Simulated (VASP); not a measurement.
All values below come from PBEsol GGA, VASP's PBE PAW potentials (set 64) (plane waves; VASP).

A VASP calculation is set up with these files.

INCAR:
```
SYSTEM  =  YSi
PREC  =  Accurate; ENCUT  =  400; LREAL  =  .FALSE.
LASPH  =  .TRUE.
EDIFF  =  1E-6; NELM  =  100; ALGO  =  Normal
LMAXMIX  =  4
ISMEAR  =  1; SIGMA  =  0.1
GGA  =  PS
IBRION  =  2; NSW  =  60; ISIF  =  3
EDIFFG  =  -0.01
LWAVE  =  .FALSE.; LCHARG  =  .FALSE.
```

### POSCAR
```
YSi
1
    3.5680653982    -0.0000000000     0.0000000000
   -1.7840326991     3.0900357419    -0.0000000000
   -0.0000000000    -0.0000000000     4.1732599784
Y Si
1 1
Direct
  1.0000000000   0.0000000000   1.0000000000
  0.6666670000   0.3333330000   0.5000000000
```

KPOINTS:
```
Automatic mesh
0
Gamma
11 11 8
0 0 0
```

POTCAR, in this order: Y_sv Si (PBE.64 set). Program: vasp_std.

### Question
What will the output report for the number of irreducible k-points (NKPTS), number of bands (NBANDS), largest plane-wave count, number of space-group operations, FFT grid (NGX, NGY, NGZ)?

### Answer

```yaml
number of irreducible k-points (NKPTS): 80
number of bands (NBANDS): 11
largest_plane_wave_count: 854
number_of_space_group_operations: 12
FFT grid (NGX, NGY, NGZ): 24 × 24 × 28
```

The structure was generated: YSi was put into the WC type (P-6m2), which need not be its known phase. This run relaxes it. Symmetry was kept, so distortions that lower it aren't found. The start is the result of an earlier pass. The electron count is odd and the run is not spin-polarised, which forces a metal.
